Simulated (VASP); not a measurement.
The input files of a VASP run:

POSCAR:
```
Os
1
    1.3776528102    -2.3861643002     0.0000000000
    1.3776528102     2.3861643002     0.0000000000
    0.0000000000     0.0000000000     4.3415267474
Os
2
Direct
  0.3333330000   0.6666670000   0.2500000000
  0.6666670000   0.3333330000   0.7500000000
```

### INCAR
```
# general
SYSTEM  = Os
PREC    = Accurate
ENCUT   = 520
LREAL   = F
LASPH   = T

# electronic loop
EDIFF   = 1E-7
NELM    = 100
ALGO    = Normal
LMAXMIX = 6

# smearing
ISMEAR  = -5

# functional
GGA     = PE

# ions
ISIF    = 2

# output
LWAVE   = F
LCHARG  = T
LORBIT  = 11
NEDOS   = 601
```

### KPOINTS
```
kpoints
0
gamma
 17 17 10
0 0 0
```

POTCAR, in this order: Os (PBE.64 set). Program: vasp_std.

Task: Write an equivalent input for Quantum ESPRESSO's pw.x.

Result: One equivalent input (not run):
```
&CONTROL
  calculation = 'scf'
  pseudo_dir = './pseudo'
  outdir = './out'
  tprnfor = .true.
  tstress = .true.
/
&SYSTEM
  ibrav = 0
  nat = 2
  ntyp = 1
  ecutwfc = 74
  occupations = 'tetrahedra'
  input_dft = 'pbe'
/
&ELECTRONS
  conv_thr = 7.3e-09
  electron_maxstep = 100
/
ATOMIC_SPECIES
  Os 190.230 Os.upf
CELL_PARAMETERS angstrom
     1.3776528   -2.3861643    0.0000000
     1.3776528    2.3861643    0.0000000
     0.0000000    0.0000000    4.3415267
ATOMIC_POSITIONS crystal
  Os   0.3333330  0.6666670  0.2500000
  Os   0.6666670  0.3333330  0.7500000
K_POINTS automatic
  17 17 10 0 0 0
```
The two are equivalent in intent, not identical: the potentials are each code's own (VASP's PAW set, PseudoDojo norm-conserving files in pw.x), so ENCUT and ecutwfc are chosen apart and not converted; conv_thr bounds pw.x's estimated SCF error, while EDIFF bounds the energy change between steps.

The compound is Os in the hcp structure. It was relaxed first.
